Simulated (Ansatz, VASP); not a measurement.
# Ta2O5: VASP beside Ansatz, part 2 of 2

Aim: how closely do two programs agree when they are given the same cell, functional and k mesh? The cell is taken from a series of runs on this material, whose earlier steps may have relaxed, scaled, displaced or heated it; both programs get it as it stands.

VASP 6.6.1 and Ansatz 0.2.0.

So far: The structure; Ansatz: G0W0 gap, LDA.

## Step 3: VASP: G0W0 gap, LDA

Level of this step: G0W0 on LDA; plane waves and PAW (Ta_sv_GW, O_GW) (VASP).

The same cell, functional (in two slightly different forms) and mesh now go to VASP, with its own data sets.

Lines of VASP's logs that name or quote its potential files are left out, and so is its time.

The run reads the wave functions of an earlier VASP run, which isn't shown here.

INCAR

```
SYSTEM = Ta2O5
PREC = Accurate
ENCUT = 440
ISMEAR = 0
SIGMA = 0.01
LREAL = .FALSE.
GGA = CA
NBANDS = 392
LASPH = .TRUE.
ALGO = EVGW0
NELMGW = 1
ENCUTGW = 140
NOMEGA = 64
PRECFOCK = Fast
NBANDSGW = 40
LWAVE = .FALSE.
LCHARG = .FALSE.
```

POSCAR

```
Ta2O5
1.0
    3.8414080139      0.0000000000      0.0000000000
    0.0000000000      3.8627157500      0.0000000000
   -1.8189421445      0.0000000000      6.5942490143
Ta O
2 5
Direct
    0.6475155983      0.0000000000      0.7907042773
    0.3524844017      0.0000000000      0.2092957227
    0.6591057249      0.5000000000      0.7972188220
    0.3408942751      0.5000000000      0.2027811780
    0.1897444523      0.0000000000      0.8725325436
    0.8102555477      0.0000000000      0.1274674564
    0.5000000000      0.0000000000      0.5000000000
```

KPOINTS

```
Automatic mesh
0
Gamma
4 4 2
0 0 0
```

PAW data sets: Ta_sv_GW and O_GW (LDA family, release 64).

Run with:

```bash
> mpirun -np 8 vasp_std
```

Numbers of over 12 decimals in the logs are rounded to 6 here.

What it wrote:

```text
[banner, memory and clock lines left out]
running    8 mpi-ranks, on    1 nodes
 distrk:  each k-point on    8 cores,    1 groups
 distr:  one band on    1 cores,    8 groups

 POSCAR found type information on POSCAR TaO
 POSCAR found :  2 types and       7 ions
|                                                                             |
|           W    W    AA    RRRRR   N    N  II  N    N   GGGG   !!!           |
|           W    W   A  A   R    R  NN   N  II  NN   N  G    G  !!!           |
|           W    W  A    A  R    R  N N  N  II  N N  N  G       !!!           |
|           W WW W  AAAAAA  RRRRR   N  N N  II  N  N N  G  GGG   !            |
|           WW  WW  A    A  R   R   N   NN  II  N   NN  G    G                |
|           W    W  A    A  R    R  N    N  II  N    N   GGGG   !!!           |
|                                                                             |
|     For optimal performance we recommend to set                             |
|       NCORE = 2 up to number-of-cores-per-socket                            |
|     NCORE specifies how many cores store one orbital (NPAR=cpu/NCORE).      |
|     This setting can greatly improve the performance of VASP for DFT.       |
|     The default, NCORE=1 might be grossly inefficient on modern             |
|     multi-core architectures or massively parallel machines. Do your        |
|     Unfortunately you need to use the default for GW and RPA                |
|     calculations (for HF NCORE is supported but not extensively tested      |
|     yet).                                                                   |
|                                                                             |

|                                                                             |
|           W    W    AA    RRRRR   N    N  II  N    N   GGGG   !!!           |
|           W    W   A  A   R    R  NN   N  II  NN   N  G    G  !!!           |
|           W    W  A    A  R    R  N N  N  II  N N  N  G       !!!           |
|           W WW W  AAAAAA  RRRRR   N  N N  II  N  N N  G  GGG   !            |
|           WW  WW  A    A  R   R   N   NN  II  N   NN  G    G                |
|           W    W  A    A  R    R  N    N  II  N    N   GGGG   !!!           |
|                                                                             |
|     The default for ENCUTGWSOFT is different in this version of VASP.       |
|     please manually set ENCUTGWSOFT =140 in the INCAR file.                 |
|                                                                             |

 LDA part: xc-table for (Slater(with rela. corr.)+CA(PZ))
 , standard interpolation
 found WAVECAR, reading the header
 POSCAR, INCAR and KPOINTS ok, starting setup
 FFT: planning ... GRIDC
 FFT: planning ... GRID_SOFT
 FFT: planning ... GRID
 reading WAVECAR
 the WAVECAR file was read successfully
 initial charge from wavefunction
 available memory per node:     29.61 GB, setting MAXMEM to     30322

 The Fermi energy was updated, please check that it is located mid-gap
 values below the HOMO (VB) or above the LUMO (CB) will cause erroneous energies
 E-fermi :   3.5041

 calculate exact exchange contribution
 the WAVEDER file was read successfully
energies w=
    0.000    0.000    0.887    0.000    1.772    0.000    2.653    0.000
    3.529    0.000    4.398    0.000    5.258    0.000    6.108    0.000
    6.948    0.000    7.777    0.000    8.595    0.000    9.402    0.000
   10.198    0.000   10.983    0.000   11.758    0.000   12.525    0.000
   13.283    0.000   14.034    0.000   14.780    0.000   15.520    0.000
   16.258    0.000   16.993    0.000   17.729    0.000   18.465    0.000
   19.205    0.000   19.949    0.000   20.701    0.000   21.461    0.000
   22.231    0.000   23.016    0.000   23.815    0.000   24.634    0.000
   25.474    0.000   26.338    0.000   27.231    0.000   28.156    0.000
   29.118    0.000   30.123    0.000   31.175    0.000   32.281    0.000
   33.449    0.000   34.687    0.000   36.007    0.000   37.418    0.000
   38.936    0.000   40.576    0.000   42.359    0.000   44.308    0.000
   46.453    0.000   48.828    0.000   51.478    0.000   54.458    0.000
   57.841    0.000   61.717    0.000   66.208    0.000   71.476    0.000
   77.746    0.000   85.335    0.000   94.708    0.000  106.572    0.000
  122.060    0.000  143.106    0.000  173.313    0.000  220.234    0.000
 responsefunction array rank=     384
 LDA part: xc-table for (Slater(with rela. corr.)+CA(PZ))
 , standard interpolation

 min. memory requirement per mpi rank    360.4 MB, per node   2882.9 MB

 allocating   8 responsefunctions rank=   384
 shmem allocating  64 responsefunctions rank=   384
 response function shared by NCSHMEM nodes    1
 Doing            8  frequencies on each core in blocks of           64
NQ=   1    0.0000    0.0000    0.0000,
|.........|.........|.........|.........|.........|.........|.........|.........
 performed       1216000 updates of chi_q(r,r)
 total number of BLAS operations       1383.50 Gflops
NQ=   2    0.2500    0.0000    0.0000,
|.........|.........|.........|.........|.........|.........|.........|.........
 performed       2746000 updates of chi_q(r,r)
 total number of BLAS operations       3005.65 Gflops
NQ=   3    0.5000    0.0000    0.0000,
|.........|.........|.........|.........|.........|.........|.........|.........
 performed       3962000 updates of chi_q(r,r)
 total number of BLAS operations       4352.70 Gflops
NQ=   4    0.0000    0.2500    0.0000,
|.........|.........|.........|.........|.........|.........|.........|.........
 performed       5492000 updates of chi_q(r,r)
 total number of BLAS operations       6019.71 Gflops
NQ=   5    0.2500    0.2500    0.0000,
|.........|.........|.........|.........|.........|.........|.........|.........
 performed       7147000 updates of chi_q(r,r)
 total number of BLAS operations       7813.60 Gflops
NQ=   6    0.5000    0.2500    0.0000,
|.........|.........|.........|.........|.........|.........|.........|.........
 performed       8677000 updates of chi_q(r,r)
 total number of BLAS operations       9417.96 Gflops
NQ=   7    0.0000    0.5000    0.0000,
|.........|.........|.........|.........|.........|.........|.........|.........
 performed       9893000 updates of chi_q(r,r)
 total number of BLAS operations      10794.13 Gflops
NQ=   8    0.2500    0.5000    0.0000,
|.........|.........|.........|.........|.........|.........|.........|.........
 performed      11423000 updates of chi_q(r,r)
 total number of BLAS operations      12452.12 Gflops
NQ=   9    0.5000    0.5000    0.0000,
|.........|.........|.........|.........|.........|.........|.........|.........
 performed      12639000 updates of chi_q(r,r)
 total number of BLAS operations      13770.36 Gflops
NQ=  10    0.0000    0.0000    0.5000,
|.........|.........|.........|.........|.........|.........|.........|.........
 performed      13855000 updates of chi_q(r,r)
 total number of BLAS operations      15146.53 Gflops
NQ=  11    0.2500    0.0000    0.5000,
|.........|.........|.........|.........|.........|.........|.........|.........
 performed      15385000 updates of chi_q(r,r)
 total number of BLAS operations      16822.59 Gflops
NQ=  12    0.5000    0.0000    0.5000,
|.........|.........|.........|.........|.........|.........|.........|.........
 performed      16601000 updates of chi_q(r,r)
 total number of BLAS operations      18155.20 Gflops
NQ=  13    0.0000    0.2500    0.5000,
|.........|.........|.........|.........|.........|.........|.........|.........
 performed      18131000 updates of chi_q(r,r)
 total number of BLAS operations      19759.56 Gflops
NQ=  14    0.2500    0.2500    0.5000,
|.........|.........|.........|.........|.........|.........|.........|.........
 performed      19786000 updates of chi_q(r,r)
 total number of BLAS operations      21514.67 Gflops
NQ=  15    0.5000    0.2500    0.5000,
|.........|.........|.........|.........|.........|.........|.........|.........
 performed      21316000 updates of chi_q(r,r)
 total number of BLAS operations      23119.03 Gflops
NQ=  16    0.0000    0.5000    0.5000,
|.........|.........|.........|.........|.........|.........|.........|.........
 performed      22532000 updates of chi_q(r,r)
 total number of BLAS operations      24466.08 Gflops
NQ=  17    0.2500    0.5000    0.5000,
|.........|.........|.........|.........|.........|.........|.........|.........
 performed      24062000 updates of chi_q(r,r)
 total number of BLAS operations      26088.22 Gflops
NQ=  18    0.5000    0.5000    0.5000,
|.........|.........|.........|.........|.........|.........|.........|.........
 performed      25278000 updates of chi_q(r,r)
 total number of BLAS operations      27406.46 Gflops
 resolving degeneracies of screened two electron integrals

 calculate QP shifts <psi_nk| G(iteration)W_0 |psi_nk>: iteration 1
 entering main loop
```

From OUTCAR (step 3):

```text
ion  position               nearest neighbor table
   1  0.648  0.000  0.791-   7 1.92   3 1.93   3 1.93   5 1.98   5 2.01   6 2.22
   2  0.352  0.000  0.209-   7 1.92   4 1.93   4 1.93   6 1.98   6 2.01   5 2.22
   3  0.659  0.500  0.797-   1 1.93   1 1.93
   4  0.341  0.500  0.203-   2 1.93   2 1.93
   5  0.190  0.000  0.873-   1 1.98   1 2.01   2 2.22
   6  0.810  0.000  0.127-   2 1.98   2 2.01   1 2.22
   7  0.500  0.000  0.500-   2 1.92   1 1.92

  LATTYP: Found a simple monoclinic cell.
 ALAT       =     3.8414080139
 B/A-ratio  =     1.0055468557
 C/A-ratio  =     1.7807316514
 COS(beta)  =    -0.2659071219

 Subroutine GETGRP returns: Found  4 space group operations
 (whereof  4 operations were pure point group operations)

The static configuration has the point symmetry C_2h.

 Found     18 irreducible k-points:

   k-points           NKPTS =     18   k-points in BZ     NKDIM =     32   number of bands    NBANDS=    392

   dimension x,y,z NGX =    28 NGY =   28 NGZ =   48
   dimension x,y,z NGXF=    56 NGYF=   56 NGZF=   96

   ENCUT  =  440.0 eV  32.34 Ry    5.69 a.u.   6.57  6.61 11.70*2*pi/ulx,y,z

   NELECT =      56.0000    total number of electrons

  energy-cutoff  :      440.00
  volume of cell :       97.85
      direct lattice vectors                 reciprocal lattice vectors
     3.841408014  0.000000000  0.000000000     0.260321215  0.000000000  0.071806392
     0.000000000  3.862715750  0.000000000     0.000000000  0.258885216  0.000000000
    -1.818942145  0.000000000  6.594249014     0.000000000  0.000000000  0.151647291

 k-points in reciprocal lattice and weights: Automatic mesh
   0.00000000  0.00000000  0.00000000       0.031
   0.25000000  0.00000000  0.00000000       0.062
   0.50000000  0.00000000  0.00000000       0.031
   0.00000000  0.25000000  0.00000000       0.062
   0.25000000  0.25000000  0.00000000       0.125
   0.50000000  0.25000000  0.00000000       0.062
   0.00000000  0.50000000  0.00000000       0.031
   0.25000000  0.50000000  0.00000000       0.062
   0.50000000  0.50000000  0.00000000       0.031
[...]
0.25000000  0.50000000  0.50000000       0.062
   0.50000000  0.50000000  0.50000000       0.031

 E-fermi :   3.5041

 QP shifts <psi_nk| G(iteration)W_0 |psi_nk>: iteration 1
 for sc-GW calculations column KS-energies equals QP-energies in previous step
 and V_xc(KS)=  KS-energies - (<T + V_ion + V_H > + <T+V_H+V_ion>^1  + <V_x>^1)
 k-point   1 :       0.0000    0.0000    0.0000
  band No.  KS-energies  QP-energies   sigma(KS)   V_xc(KS)     V^pw_x(r,r')   Z            occupation Imag(sigma)
    ...
     25       1.5315       1.0250     -21.0523     -20.3686     -25.5576       0.7408       2.0000       0.3090
     26       1.5823       1.1376     -19.4542     -18.8361     -23.7490       0.7193       2.0000       0.3456
     27       1.8150       1.4214     -20.0495     -19.5072     -24.2516       0.7260       2.0000       0.3185
     28       1.8199       1.3442     -21.3642     -20.7248     -25.7850       0.7438       2.0000       0.2940
     29       4.5886       5.7077     -13.5703     -14.9852      -9.3529       0.7910       0.0000      -0.2271
     30       4.9586       6.1192     -13.7324     -15.2050      -9.3482       0.7881       0.0000      -0.2425
     31       5.0912       6.2697     -13.8239     -15.3231      -9.4207       0.7861       0.0000      -0.2453
     32       6.6982       7.9046     -15.5900     -17.1783     -11.5374       0.7595       0.0000      -0.2783
    ...

 k-point   2 :       0.2500    0.0000    0.0000
  band No.  KS-energies  QP-energies   sigma(KS)   V_xc(KS)     V^pw_x(r,r')   Z            occupation Imag(sigma)
    ...
     25       1.2430       0.6770     -21.2286     -20.4699     -25.6783       0.7461       2.0000       0.3038
     26       1.5050       1.0514     -19.3254     -18.6952     -23.6110       0.7197       2.0000       0.3476
     27       1.5206       1.0183     -21.0989     -20.4265     -25.4134       0.7470       2.0000       0.2942
     28       1.6971       1.2698     -19.7669     -19.1765     -24.0394       0.7238       2.0000       0.3323
     29       4.9208       6.0763     -13.7507     -15.2179      -9.4336       0.7875       0.0000      -0.2379
     30       5.4680       6.7035     -14.0277     -15.6085      -9.4740       0.7816       0.0000      -0.2675
     31       5.6933       6.8555     -14.6211     -16.1167     -10.4983       0.7770       0.0000      -0.2481
     32       5.8844       7.0489     -15.0326     -16.5390     -11.0104       0.7730       0.0000      -0.2504
    ...

 k-point   3 :       0.5000    0.0000    0.0000
  band No.  KS-energies  QP-energies   sigma(KS)   V_xc(KS)     V^pw_x(r,r')   Z            occupation Imag(sigma)
    ...
     25       1.2397       0.6870     -21.1206     -20.3795     -25.5039       0.7457       2.0000       0.3021
     26       1.2920       0.7283     -21.2708     -20.5152     -25.7567       0.7461       2.0000       0.3049
     27       1.4585       0.9952     -19.2483     -18.6034     -23.5892       0.7184       2.0000       0.3562
     28       1.6542       1.2239     -19.7059     -19.1103     -23.9765       0.7223       2.0000       0.3342
     29       4.8250       5.9764     -13.6587     -15.1177      -9.3431       0.7892       0.0000      -0.2358
     30       5.3830       6.6229     -14.0834     -15.6689      -9.6151       0.7820       0.0000      -0.2655
     31       6.3186       7.5224     -15.0188     -16.5843     -10.7945       0.7690       0.0000      -0.2729
     32       6.9444       8.1721     -15.7414     -17.3641     -11.5393       0.7566       0.0000      -0.2975
    ...

 k-point   4 :       0.0000    0.2500    0.0000
  band No.  KS-energies  QP-energies   sigma(KS)   V_xc(KS)     V^pw_x(r,r')   Z            occupation Imag(sigma)
    ...
     25       0.5434       0.0550     -18.4247     -17.7490     -22.6819       0.7228       2.0000       0.3919
     26       0.9612       0.5337     -19.6621     -19.0803     -23.7305       0.7348       2.0000       0.3210
     27       1.0394       0.5644     -19.5769     -18.9229     -24.0861       0.7263       2.0000       0.3602
     28       1.8142       1.3614     -19.8864     -19.2600     -24.3597       0.7228       2.0000       0.3387
     29       6.2216       7.4091     -14.8164     -16.3600     -10.6070       0.7693       0.0000      -0.2704
     30       6.5917       7.8139     -15.2781     -16.8869     -10.9981       0.7597       0.0000      -0.2877
     31       6.6536       7.8889     -15.2245     -16.8474     -10.9001       0.7611       0.0000      -0.2910
     32       6.8709       8.1234     -15.2469     -16.8953     -10.7632       0.7599       0.0000      -0.3184
    ...

[... 4 further parts left out ...]
```

## Step 4: Comparison

Known differences besides the potentials themselves: the two LDA forms differ slightly; fixed occupations in Ansatz, narrow Gaussian smearing in VASP; the cutoff is 420 eV in Ansatz and 440 eV in VASP; VASP's log shows a relativistic correction to its local exchange, Ansatz's none; Ansatz integrates over frequency by contour deformation, VASP on a grid of NOMEGA points; Ansatz's G0W0 levels solve the quasiparticle equation, VASP's are linearised. Total energies have different zeros and are not compared.

The two programs side by side:

```
                   quantity  Ansatz  VASP  difference
  G0W0 gap on the mesh (eV)    3.53  3.58       -0.05
Kohn-Sham gap under it (eV)    2.12  2.09       +0.02
```

## Step 5: Outcome

```yaml
difference_in_g0w0_gap_on_the_mesh_g0w0_gap_lda: -0.049 eV
```

What this shows: The difference in G0W0 gap on the mesh is -0.049 eV (G0W0 gap, LDA). How closely two codes agree says nothing of how well the functional describes the real material.

[Lines on the potential files, build, host, timing and source positions are cut from VASP's logs without a mark.]

[Logs are printed without paths, hosts, clocks, repeated set-up lines and the standing remarks that a program may print on its own settings, such as how far it seeks lower states.]

[Hosts, paths, dates, database ids (printed as entryN), source tags and the programs' standing remarks are cut or masked in the printed files.]
